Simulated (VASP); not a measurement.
# Lattice vibrations of LaB6, part 4 of 4

Aim: the phonon dispersion and thermal properties of LaB6. The start is a cell from a database of measured crystal structures.

VASP 6.6.1; LDA; plane waves and PAW (La, B).

So far. Step 2 (Relax the host): The run ended after 5 ionic steps, 0.097 eV below its first step, once forces and stress met EDIFFG = -0.02. Step 3 (Tight relaxation): The run ended after 5 ionic steps, 0.000 eV below its first step, once forces and stress met EDIFFG = -0.002.

## (4) Force constants in the supercell (continued)

From OUTCAR (step 4):

```text
  LATTYP: Found a body centered cubic cell.
 ALAT       =     8.1979504702

The static configuration has the point symmetry O_h .

 Found     10 irreducible k-points:

   k-points           NKPTS =     10   k-points in BZ     NKDIM =     10   number of bands    NBANDS=     80

   dimension x,y,z NGX =    48 NGY =   48 NGZ =   48
   dimension x,y,z NGXF=    96 NGYF=   96 NGZF=   96

   ENCUT  =  390.0 eV  28.66 Ry    5.35 a.u.  11.43 11.43 11.43*2*pi/ulx,y,z

   NELECT =     116.0000    total number of electrons

 E-fermi :   8.8433

 k-point     1 :       0.0000    0.0000    0.0000
  band No.  band energies     occupation
    ...
     52       5.9996      2.00000
     53       6.0310      2.00000
     54       7.0035      2.00000
     55       7.0035      2.00000
     56       7.0090      2.00000
     57       9.0903     -0.07089
     58       9.0974     -0.07031
     59       9.0974     -0.07031
     60       9.9383     -0.00000
     61       9.9383     -0.00000
    ...

 k-point     2 :       0.2000    0.0000    0.0000
  band No.  band energies     occupation
    ...
     52       6.0529      2.00000
     53       6.0666      2.00000
     54       6.3881      2.00000
     55       6.4584      2.00000
     56       7.0531      2.00000
     57       8.9257      0.36417
     58       9.0048      0.01613
     59       9.5583     -0.00001
     60       9.5724     -0.00000
     61       9.6439     -0.00000
    ...

  energy-cutoff  :      390.00
  volume of cell :      275.48
      direct lattice vectors                 reciprocal lattice vectors
    -4.098975235  4.098975235  4.098975235     0.000000000  0.121981708  0.121981708
     4.098975235 -4.098975235  4.098975235     0.121981708  0.000000000  0.121981708
     4.098975235  4.098975235 -4.098975235     0.121981708  0.121981708  0.000000000

 POSITION                                       TOTAL-FORCE (eV/Angst)
 -----------------------------------------------------------------------------------
      0.00000      0.00000      0.00000        -0.001335     -0.001335     -0.001398
      0.00000      0.00000      4.09898         0.001335      0.001335     -0.001398
      0.00000      4.09898      0.00000        -0.001335      0.001335     -0.001398
      4.09898      0.00000      0.00000         0.001335     -0.001335     -0.001398
      2.04949      2.04949      3.26486        -0.000000     -0.000000      0.584756
      2.04949      2.04949     -0.81911         0.000000      0.000000     -0.012195
      2.04949     -2.04949      3.27986         0.000000      0.000000      0.001256
     -2.04949      2.04949      3.27986         0.000000      0.000000      0.001256
      2.04949      2.04949      0.81911         0.000000      0.000000     -0.049125
      2.04949      2.04949      4.91809         0.000000      0.000000     -0.212500
     -2.04949      2.04949      4.91809         0.000000      0.000000     -0.003062
      2.04949     -2.04949      4.91809         0.000000      0.000000     -0.003062
      2.04949      3.27986      2.04949        -0.000000      0.040459     -0.072848
      2.04949      3.27986     -2.04949         0.000000     -0.002062     -0.007820
      2.04949     -0.81911      2.04949         0.000000     -0.001983      0.004035
     -2.04949      3.27986      2.04949         0.000000     -0.000900      0.001200
      3.27986      2.04949      2.04949         0.040459     -0.000000     -0.072848
      3.27986      2.04949     -2.04949        -0.002062      0.000000     -0.007820
      3.27986     -2.04949      2.04949        -0.000900      0.000000      0.001200
     -0.81911      2.04949      2.04949        -0.001983      0.000000      0.004035
      2.04949      0.81911      2.04949        -0.000000     -0.040459     -0.072848
     -2.04949      4.91809      2.04949         0.000000      0.002062     -0.007820
      2.04949      4.91809      2.04949         0.000000      0.001983      0.004035
      2.04949      4.91809     -2.04949         0.000000      0.000900      0.001200
      0.81911      2.04949      2.04949        -0.040459     -0.000000     -0.072848
      4.91809     -2.04949      2.04949         0.002062      0.000000     -0.007820
      4.91809      2.04949     -2.04949         0.000900      0.000000      0.001200
      4.91809      2.04949      2.04949         0.001983      0.000000      0.004035
 -----------------------------------------------------------------------------------
    total drift:                               -0.000000     -0.000000      0.001282

  FREE ENERGIE OF THE ION-ELECTRON SYSTEM (eV)
  ---------------------------------------------------
  free  energy   TOTEN  =      -217.4642571207 eV

  energy  without entropy=     -217.4560444895  energy(sigma->0) =     -217.46151958

 Eigenvectors and eigenvalues of the dynamical matrix
 ----------------------------------------------------

   1 f  =   39.107518 THz   245.719781 2PiTHz 1304.486380 cm-1   161.735625 meV
             X         Y         Z           dx          dy          dz
      0.000000  0.000000  0.000000     0.000000    0.000000    0.000000
      0.000000  0.000000  4.098975     0.000000    0.000000   -0.000000
      0.000000  4.098975  0.000000    -0.000000   -0.000000   -0.000000
      4.098975  0.000000  0.000000    -0.000000   -0.000000    0.000000
[...]
2.049488 -2.049488  3.279861     0.000000   -0.000000   -0.182097
     -2.049488  2.049488  3.279861    -0.000000   -0.000000    0.018223
      2.049488  2.049488  0.819114     0.000000    0.000000   -0.065104
      2.049488  2.049488  4.918089    -0.000000    0.000000   -0.098770
     -2.049488  2.049488  4.918089     0.000000   -0.000000    0.182097
      2.049488 -2.049488  4.918089    -0.000000   -0.000000   -0.018223
      2.049488  3.279861  2.049488     0.000000   -0.207216   -0.000000
      2.049488  3.279861 -2.049488    -0.000000    0.243140    0.000000
      2.049488 -0.819114  2.049488    -0.000000   -0.326468    0.000000
     -2.049488  3.279861  2.049488    -0.000000    0.290544   -0.000000
      3.279861  2.049488  2.049488     0.149521    0.000000   -0.000000
      3.279861  2.049488 -2.049488    -0.113597    0.000000    0.000000
      3.279861 -2.049488  2.049488    -0.266514   -0.000000    0.000000
     -0.819114  2.049488  2.049488     0.230590   -0.000000   -0.000000
      2.049488  0.819114  2.049488     0.000000    0.207216   -0.000000
     -2.049488  4.918089  2.049488    -0.000000   -0.243140    0.000000
      2.049488  4.918089  2.049488     0.000000    0.326468   -0.000000
      2.049488  4.918089 -2.049488    -0.000000   -0.290544   -0.000000
      0.819114  2.049488  2.049488    -0.149521    0.000000   -0.000000
      4.918089 -2.049488  2.049488     0.113597    0.000000   -0.000000
      4.918089  2.049488 -2.049488     0.266514   -0.000000    0.000000
      4.918089  2.049488  2.049488    -0.230590   -0.000000   -0.000000

   3 f  =   36.254102 THz   227.791239 2PiTHz 1209.306661 cm-1   149.934849 meV
             X         Y         Z           dx          dy          dz
      0.000000  0.000000  0.000000     0.000000   -0.000000    0.000000
      0.000000  0.000000  4.098975     0.000000    0.000000    0.000000
      0.000000  4.098975  0.000000     0.000000    0.000000    0.000000
      4.098975  0.000000  0.000000     0.000000    0.000000   -0.000000
      2.049488  2.049488  3.279861     0.000000   -0.000000    0.032270
      2.049488  2.049488 -0.819114    -0.000000   -0.000000   -0.167997
      2.049488 -2.049488  3.279861     0.000000    0.000000    0.045699
     -2.049488  2.049488  3.279861    -0.000000    0.000000    0.090028
      2.049488  2.049488  0.819114     0.000000   -0.000000   -0.032270
      2.049488  2.049488  4.918089    -0.000000   -0.000000    0.167997
     -2.049488  2.049488  4.918089    -0.000000    0.000000   -0.045699
      2.049488 -2.049488  4.918089    -0.000000    0.000000   -0.090028
      2.049488  3.279861  2.049488     0.000000    0.224107   -0.000000
      2.049488  3.279861 -2.049488     0.000000   -0.253861   -0.000000
      2.049488 -0.819114  2.049488    -0.000000    0.131563    0.000000
     -2.049488  3.279861  2.049488    -0.000000   -0.101809   -0.000000
      3.279861  2.049488  2.049488     0.303050   -0.000000   -0.000000
      3.279861  2.049488 -2.049488    -0.332803   -0.000000    0.000000
      3.279861 -2.049488  2.049488    -0.225080    0.000000    0.000000
     -0.819114  2.049488  2.049488     0.254834    0.000000   -0.000000
      2.049488  0.819114  2.049488     0.000000   -0.224107   -0.000000
     -2.049488  4.918089  2.049488    -0.000000    0.253861    0.000000
      2.049488  4.918089  2.049488    -0.000000   -0.131563   -0.000000
      2.049488  4.918089 -2.049488    -0.000000    0.101809    0.000000
      0.819114  2.049488  2.049488    -0.303050   -0.000000    0.000000
      4.918089 -2.049488  2.049488     0.332803   -0.000000    0.000000
      4.918089  2.049488 -2.049488     0.225080    0.000000    0.000000
      4.918089  2.049488  2.049488    -0.254834    0.000000   -0.000000

   4 f  =   36.254102 THz   227.791239 2PiTHz 1209.306661 cm-1   149.934849 meV
             X         Y         Z           dx          dy          dz
      0.000000  0.000000  0.000000     0.000000   -0.000000    0.000000
      0.000000  0.000000  4.098975    -0.000000   -0.000000   -0.000000
      0.000000  4.098975  0.000000     0.000000   -0.000000   -0.000000
      4.098975  0.000000  0.000000    -0.000000   -0.000000    0.000000
      2.049488  2.049488  3.279861     0.000000   -0.000000    0.346006
      2.049488  2.049488 -0.819114    -0.000000   -0.000000    0.294994
      2.049488 -2.049488  3.279861    -0.000000    0.000000   -0.299587
     -2.049488  2.049488  3.279861    -0.000000    0.000000   -0.341413
      2.049488  2.049488  0.819114    -0.000000   -0.000000   -0.346006
      2.049488  2.049488  4.918089    -0.000000    0.000000   -0.294994
     -2.049488  2.049488  4.918089     0.000000    0.000000    0.299587
      2.049488 -2.049488  4.918089    -0.000000   -0.000000    0.341413
      2.049488  3.279861  2.049488     0.000000    0.178430   -0.000000
      2.049488  3.279861 -2.049488     0.000000   -0.037911   -0.000000
      2.049488 -0.819114  2.049488     0.000000    0.033318   -0.000000
     -2.049488  3.279861  2.049488    -0.000000   -0.173837    0.000000
      3.279861  2.049488  2.049488     0.103945   -0.000000    0.000000
      3.279861  2.049488 -2.049488     0.036574   -0.000000    0.000000
      3.279861 -2.049488  2.049488    -0.057526    0.000000   -0.000000
     -0.819114  2.049488  2.049488    -0.082993    0.000000   -0.000000
      2.049488  0.819114  2.049488     0.000000   -0.178430    0.000000
    [... 2484 further lines ...]
      4.918089 -2.049488  2.049488     0.045209    0.110368   -0.000126
      4.918089  2.049488 -2.049488     0.045209    0.110368   -0.000126
      4.918089  2.049488  2.049488     0.045209    0.110368   -0.000126

 ELASTIC MODULI CONTR FROM IONIC RELAXATION (kBar)
 Direction    XX          YY          ZZ          XY          YZ          ZX
 --------------------------------------------------------------------------------
 XX           0.0000      0.0000      0.0000      0.0000      0.0000      0.0000
 YY           0.0000      0.0000      0.0000      0.0000      0.0000      0.0000
 ZZ           0.0000      0.0000      0.0000      0.0000      0.0000      0.0000
 XY           0.0000      0.0000      0.0000      0.0000      0.0000      0.0000
 YZ           0.0000      0.0000      0.0000      0.0000      0.0000      0.0000
 ZX           0.0000      0.0000      0.0000      0.0000      0.0000      0.0000
 --------------------------------------------------------------------------------

[... 1 part as in an earlier step ...]

[... 7 further parts left out ...]
```

The last energy, forces, stress and levels in OUTCAR belong to the last displaced cell, not to the cell of POSCAR.

Numbers from this step:

```yaml
electrons: 116
lowest_frequency: -2.70e-6 cm⁻¹
highest_frequency: 1304 cm⁻¹
dynamically_stable: yes
zero_point_energy: 114.1 meV/atom
heat_capacity_300: 13.42 J/K/mol of atoms
entropy_300: 11.36 J/K/mol of atoms
```

No long-range dipole term. Phonon branches along the path, in cm⁻¹:

```
          point  branch 1  branch 2  branch 3  branch 4  branch 18  branch 19  branch 20  branch 21
              Γ         0         0         0       197        873       1149       1149       1304
0.47 of the way        77        77       107       210        893       1145       1160       1289
              X       106       106       124       245        914       1140       1180       1262
0.53 of the way       106       113       121       277        936       1154       1179       1240
              M       106       120       120       276        950       1178       1178       1209
0.47 of the way        99       108       116       242        920       1152       1165       1264
              Γ         0         0         0       197        873       1149       1149       1304
0.47 of the way       108       108       114       314        934       1159       1159       1257
              R       119       119       119       288       1002       1176       1176       1176
0.47 of the way       113       113       120       329        964       1161       1178       1220
              X       106       106       124       245        914       1140       1180       1262
      jump to M       106       120       120       276        950       1178       1178       1209
0.47 of the way       112       119       119       281        977       1177       1177       1196
              R       119       119       119       288       1002       1176       1176       1176
```

The phonon density of states has structure finer than the step of the table below, so its rows give means over 50 cm⁻¹, whole bins alone (the curve runs from -4.05 to 1330 cm⁻¹). Peaks (cm⁻¹: height): 117.4: 0.154, 607.0: 0.0995, 716.5: 0.305, 1175.4: 0.0828.

The phonon density of states by frequency; means over each step:

```
frequency (cm⁻¹)  phonon density of states (states/cm⁻¹/cell)
              50                                      0.00160
             100                                       0.0577
             150                                       6.7e-4
             200                                      0.00274
             250                                      0.00959
             300                                       0.0205
             350                                       0.0154
             400                                       0.0159
             450                                       0.0163
             500                                       0.0263
             550                                       0.0224
             600                                       0.0509
             650                                            0
             700                                       0.0586
             750                                      0.00322
             800                                       0.0122
             850                                       0.0117
             900                                       0.0210
             950                                       0.0117
            1000                                      0.00165
            1050                                            0
            1100                                            0
            1150                                       0.0319
            1200                                       0.0131
            1250                                       0.0121
            1300                                      0.00280
```

Table of heat capacity at constant volume by temperature:

```
temperature (K)  heat capacity at constant volume (J/K/mol of atoms)
              0                                                    0
             25                                                0.295
             50                                                 1.72
             75                                                 2.89
            100                                                 3.98
            125                                                 5.14
            150                                                 6.38
            200                                                 8.94
            225                                                 10.2
            250                                                 11.3
            275                                                 12.4
            300                                                 13.4
            325                                                 14.3
            350                                                 15.2
            375                                                 15.9
            400                                                 16.6
            425                                                 17.3
            450                                                 17.8
            475                                                 18.4
            525                                                 19.3
            550                                                 19.6
            575                                                 20.0
            600                                                 20.3
            625                                                 20.6
            650                                                 20.9
            675                                                 21.1
            700                                                 21.3
            725                                                 21.6
            750                                                 21.7
            775                                                 21.9
            800                                                 22.1
            850                                                 22.4
            875                                                 22.5
            900                                                 22.6
            925                                                 22.7
            950                                                 22.8
            975                                                 22.9
           1000                                                 23.0
```

Vibrational entropy against temperature:

temperature (K), vibrational entropy (J/K/mol of atoms) and a bar:
```
        0        0.0 
       50        0.7 #
      100        2.6 ##
      150        4.7 ####
      200        6.8 ######
      250        9.1 ########
      275       10.2 #########
      325       12.5 ###########
      375       14.6 #############
      425       16.7 ###############
      475       18.7 ################
      525       20.6 ##################
      575       22.4 ####################
      625       24.1 #####################
      675       25.7 ######################
      725       27.2 ########################
      750       27.9 ########################
      800       29.3 ##########################
      850       30.7 ###########################
      900       32.0 ############################
      950       33.2 #############################
     1000       34.4 ##############################
```

## (5) What came out

* highest frequency: 1304 cm⁻¹
* lowest frequency: -2.7e-6 cm⁻¹
* zero point energy: 114 meV/atom
* heat capacity 300: 13.4 J/K/mol of atoms
* entropy 300: 11.4 J/K/mol of atoms

In words: The spectrum reaches 1304 cm⁻¹, and its lowest point lies at 0 cm⁻¹. No mode is imaginary, so the structure is a local minimum as far as this supercell can tell. Frequencies between the wave vectors that fit the supercell are interpolated.

[Lines on the potential files, build, host, timing and source positions are cut from VASP's logs without a mark.]

[Logs are printed without paths, hosts, clocks, repeated set-up lines and the standing remarks that a program may print on its own settings, such as how far it seeks lower states.]

[Hosts, paths, dates, database ids (printed as entryN), source tags and the programs' standing remarks are cut or masked in the printed files.]

[Runs that stopped without an error message from VASP are left out.]
